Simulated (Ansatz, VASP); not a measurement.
# Cross-check of Sn between VASP and Ansatz, part 2 of 2

Wanted: the spread between two codes on one cell, functional and k mesh. Of the first pair: The cell is taken from a series of runs on this material, whose earlier steps may have relaxed, scaled, displaced or heated it; both programs get it as it stands.

VASP 6.6.1 and Ansatz 0.2.0.

So far: The starting structure; VASP: relaxation of cell and atoms, LDA; Ansatz: relaxation of cell and atoms, LDA; Side by side; Ansatz: relaxation, LDA.

## (6) VASP: single point, LDA, pair 2

Level of this step: LDA; plane waves and PAW (Sn_d) (VASP).

The same cell, functional (in two slightly different forms), mesh and smearing now go to VASP, with its own data sets.

Contents of INCAR:

```
SYSTEM = Sn
PREC = Accurate
ENCUT = 500
EDIFF = 1E-06
NELM = 120
ISMEAR = 1
SIGMA = 0.2
LREAL = .FALSE.
ALGO = Normal
GGA = CA
NBANDS = 20
LORBIT = 11
LWAVE = .FALSE.
LCHARG = .FALSE.
ISIF = 2
LASPH = .TRUE.
GGA_COMPAT = .FALSE.
KPAR = 2
```

Contents of POSCAR:

```
Sn
1.0
    0.0000000000      3.3338316775      3.1342988100
    3.3338316775      0.0000000000      3.1342988100
    3.3338316775      3.3338316775      0.0000000000
Sn
2
Direct
    0.5000000000      0.5000000000      0.5000000000
    0.7500000000      0.7500000000      0.7500000000
```

Contents of KPOINTS:

```
Automatic mesh
0
Gamma
12 12 12
0 0 0
```

The projector-augmented-wave data sets are Sn_d (LDA family, release 64).

On the command line:

```sh
$ mpirun -np 2 vasp_std
```

Numbers of over 12 decimals in the logs are rounded to 6 here.

Log:

```text
[... set-up lines as in an earlier step ...]
 entering main loop
       N       E                     dE             d eps       ncg     rms          rms(c)
DAV:   1     0.222163952510E+03    0.22216E+03   -0.14834E+04  6572   0.198E+03
DAV:   2     0.148928447593E+02   -0.20727E+03   -0.20341E+03  6536   0.442E+02
DAV:   3    -0.826219678221E+01   -0.23155E+02   -0.23018E+02  7484   0.144E+02
DAV:   4    -0.901264469761E+01   -0.75045E+00   -0.75001E+00  7412   0.292E+01
[...]
DAV:   9    -0.892005375699E+01   -0.84741E-04   -0.17636E-04  8808   0.105E-01    0.149E-02
DAV:  10    -0.892005395166E+01   -0.19468E-06   -0.13910E-05  8748   0.432E-02    0.379E-03
DAV:  11    -0.892005434216E+01   -0.39049E-06   -0.10751E-06  5648   0.767E-03
   1 F= -.89200543E+01 E0= -.89199913E+01  d E =-.189222E-03
```

From OUTCAR (step 6):

```text
  Total       -0.7525976     -0.7525976      0.0089498      0.0000000      0.0000000      0.0000000
  in kB      -17.3067557    -17.3067557      0.2058105      0.0000000      0.0000000      0.0000000
  external PRESSURE =     -11.4692336 kB  Pullay stress =       0.0000000 kB

 POSITION                                       TOTAL-FORCE (eV/Angst)
 -----------------------------------------------------------------------------------
      3.33383      3.33383      3.13430        -0.000000     -0.000000     -0.000000
      5.00075      5.00075      4.70145         0.000000      0.000000      0.000000
 -----------------------------------------------------------------------------------
    total drift:                                0.000000      0.000000      0.000000

  FREE ENERGIE OF THE ION-ELECTRON SYSTEM (eV)
  ---------------------------------------------------
  free  energy   TOTEN  =        -8.9200543422 eV

  energy  without entropy=       -8.9198651200  energy(sigma->0) =       -8.91999127

[... 3 further parts left out ...]
[key lines of the parts left out:]
E-fermi :   5.1291
```

The run ends at a pressure of -1.15 GPa.

## (7) Side by side

What differs besides the data sets and the points named for the pairs above, as far as they apply: Ansatz's pressure holds a Pulay correction, VASP's none. Total energies have different zeros and are not compared.

Both answers:

| quantity | Ansatz | VASP | difference |
| --- | --- | --- | --- |
| pressure (GPa) | -1.16 | -1.15 | -0.02 |

## (8) Ansatz: relaxation, LDA

This run makes the geometry at which the two programs are then compared. The cell compared in this pair holds 65.80 Å³, against 69.67 Å³ for the pair before.

The structure compared here is the end of the Ansatz relaxation.

Contents of input.yaml:

```yaml
crystal:
  lattice:
    - [0.0, 3.1396278907, 3.3038612494]
    - [3.1396278907, 0.0, 3.3038612494]
    - [3.1396278907, 3.1396278907, 0.0]
  atoms:
    - { symbol: Sn, position: [0.5, 0.5, 0.5] }
    - { symbol: Sn, position: [0.75, 0.75, 0.75] }
  conventional_axes: [[-1, 1, 1], [1, -1, 1], [1, 1, -1]]
kpoints:
  mp_grid: { grid: [12, 12, 12] }
hamiltonian:
  xc: lda
  pseudopotentials: { kind: paw, azcp: { folder: soft_1 }, xc_functional: pbe }
scf:
  occupations: { method: methfessel_paxton, width: 0.2 }
output:
  forces: true
  stress: true
  eigenvalues: true
relax:
  adjacent_minimum: "off"
  f_tol: 0.001
  max_steps: 60
  cell: { stress_tol: 0.01, fix: [a, b, gamma] }
```

On the command line:

```sh
$ ansatz run input.yaml --threads 4 --pin off --max-ram 10240MiB --backend cpu --events-out ev --progress --plain --runs-dir out
```

Log:

```text
[...]
Crystal: 2 atoms, lattice volume = 65.134 Å³
Basis set: ecut = 420 eV, 1283 PW (Γ)
Bands: 18, of which v1, the nominal top of the filled ones, is band 14 counted from 1 (13 counted from 0)
Symmetry: 16 space group operations
[...]
k-points: 163 of 1728
[...]
k-point 162: bands = [... 10 lower, 0.1772, 0.1772, 5.6969, 5.6969, 9.0353, 9.0353, 15.8636, 15.8636]
--- Relaxed structure (3 steps of the walk, 3 accepted, 1 SCFs on fresh bases) ---
[...]
cell:  # Å, volume = 65.7955 Å³
    - [0, 3.1396278907, 3.337412]
    - [3.1396278907, 0, 3.337412]
    - [3.1396278907, 3.1396278907, 0]
  atoms:
    - { symbol: Sn, position: [0.500000, 0.500000, 0.500000] }
    - { symbol: Sn, position: [0.750000, 0.750000, 0.750000] }
[key lines of the parts left out:]
SCF converged after 4 iterations
Free energy (F): -11759.122931 eV
Fermi energy:    8.046735 eV
P = ⅓ Tr σ = 1.4297 GPa (14.297 kbar)
```

## (9) VASP: single point, LDA, pair 3

The same cell, functional (in two slightly different forms), mesh and smearing now go to VASP, with its own data sets.

INCAR is that of step 6.

Contents of POSCAR:

```
Sn
1.0
    0.0000000000      3.1396278907      3.3374116394
    3.1396278907      0.0000000000      3.3374116394
    3.1396278907      3.1396278907      0.0000000000
Sn
2
Direct
    0.5000000000      0.5000000000      0.5000000000
    0.7500000000      0.7500000000      0.7500000000
```

KPOINTS is that of step 6.

On the command line:

```sh
$ mpirun -np 2 vasp_std
```

Log:

```text
[... set-up lines as in an earlier step ...]
 entering main loop
       N       E                     dE             d eps       ncg     rms          rms(c)
DAV:   1     0.223909918128E+03    0.22391E+03   -0.14842E+04  6564   0.204E+03
DAV:   2     0.148826772855E+02   -0.20903E+03   -0.20511E+03  6528   0.444E+02
DAV:   3    -0.827710625337E+01   -0.23160E+02   -0.23013E+02  7488   0.144E+02
DAV:   4    -0.902744138723E+01   -0.75034E+00   -0.74990E+00  7384   0.293E+01
[...]
DAV:   9    -0.891509031003E+01   -0.84406E-04   -0.19140E-04  8764   0.107E-01    0.153E-02
DAV:  10    -0.891508904379E+01    0.12662E-05   -0.15074E-05  8812   0.444E-02    0.431E-03
DAV:  11    -0.891508940247E+01   -0.35868E-06   -0.10908E-06  5676   0.785E-03
   1 F= -.89150894E+01 E0= -.89151034E+01  d E =0.420739E-04
```

OUTCAR, selected parts (step 9):

```text
  Total        0.9021870      0.9021870      0.0127482      0.0000000      0.0000000      0.0000000
  in kB       21.9690369     21.9690369      0.3104293      0.0000000      0.0000000      0.0000000
  external PRESSURE =      14.7495011 kB  Pullay stress =       0.0000000 kB

 POSITION                                       TOTAL-FORCE (eV/Angst)
 -----------------------------------------------------------------------------------
      3.13963      3.13963      3.33741         0.000000      0.000000      0.000000
      4.70944      4.70944      5.00612        -0.000000     -0.000000      0.000000
 -----------------------------------------------------------------------------------
    total drift:                                0.000000      0.000000      0.000000

  FREE ENERGIE OF THE ION-ELECTRON SYSTEM (eV)
  ---------------------------------------------------
  free  energy   TOTEN  =        -8.9150894025 eV

  energy  without entropy=       -8.9151314763  energy(sigma->0) =       -8.91510343

[... 1 part as in an earlier step ...]

[... 2 further parts left out ...]
[key lines of the parts left out:]
E-fermi :   5.7935
```

The run ends at a pressure of 1.47 GPa.

## (10) Side by side

Both answers:

| quantity | Ansatz | VASP | difference |
| --- | --- | --- | --- |
| pressure (GPa) | 1.43 | 1.47 | -0.05 |

## (11) Summary of results

| Property | Result |
| --- | --- |
| difference in volume (relaxation of cell and atoms, LDA) | -0.039 % |
| difference in pressure (single point, LDA, pair 2) | -0.016 GPa |
| difference in pressure (single point, LDA, pair 3) | -0.045 GPa |

In words: The difference in pressure is -0.045 GPa (single point, LDA, pair 3), within the 1 GPa picked in this series as the mark of a large difference. 5 further runs of this series are not shown here. Such differences can come from data sets, numerical settings and the points named under the comparisons, not from the functional's error against experiment.

[Lines on the potential files, build, host, timing and source positions are cut from VASP's logs without a mark.]

[Logs are printed without paths, hosts, clocks, repeated set-up lines and the standing remarks that a program may print on its own settings, such as how far it seeks lower states.]

[Hosts, paths, dates, database ids (printed as entryN), source tags and the programs' standing remarks are cut or masked in the printed files.]
